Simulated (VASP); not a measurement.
Consider the following.

```xyz
5
Lattice="6.2377 0.0000 0.0000 0.0000 6.2377 0.0000 0.0000 0.0000 6.2377" Properties=species:S:1:pos:R:3 pbc="T T T"
Cs     0.0000     0.0000     0.0000
Sn     3.1188     3.1188     3.1188
I      3.1188     0.0000     3.1188
I      0.0000     3.1188     3.1188
I      3.1188     3.1188     0.0000
```

The numbers are results of PW91 GGA, VASP's PBE PAW potentials (set 64) (plane waves; VASP), not measurements. Settings: 520 eV cut-off, Gaussian smearing of 0.050 eV, potentials Cs_sv Sn_d I.

Unless said otherwise, spin-orbit coupling is left out, though it shifts the bands of the heavy elements here.

Question: Give the energies of bands 13 to 25 at the high-symmetry points, in eV from the valence-band maximum.

Answer: 
| band | Γ | X | M | R |
|---|---|---|---|---|
| 13 | -6.21 | -7.06 | -7.75 | -8.40 |
| 14 | -4.59 | -4.48 | -4.32 | -3.17 |
| 15 | -4.59 | -4.48 | -3.34 | -3.17 |
| 16 | -4.59 | -2.98 | -2.62 | -3.17 |
| 17 | -2.25 | -2.48 | -2.62 | -2.44 |
| 18 | -2.25 | -2.48 | -2.55 | -2.44 |
| 19 | -2.25 | -2.40 | -2.55 | -1.67 |
| 20 | -2.10 | -2.21 | -2.44 | -1.67 |
| 21 | -2.10 | -2.21 | -1.68 | -1.67 |
| 22 | -2.10 | -1.52 | -0.76 | 0.00 |
| 23 | 2.27 | 1.12 | 0.80 | 0.36 |
| 24 | 3.21 | 3.78 | 0.80 | 0.36 |
| 25 | 3.21 | 4.00 | 3.96 | 0.36 |

The gap is direct, 0.36 eV, from the valence maximum at R to the conduction minimum at R.

The compound is CsSnI3 in the cubic perovskite structure, the ideal cubic form; the compound distorts at low or room temperature. It was relaxed first.
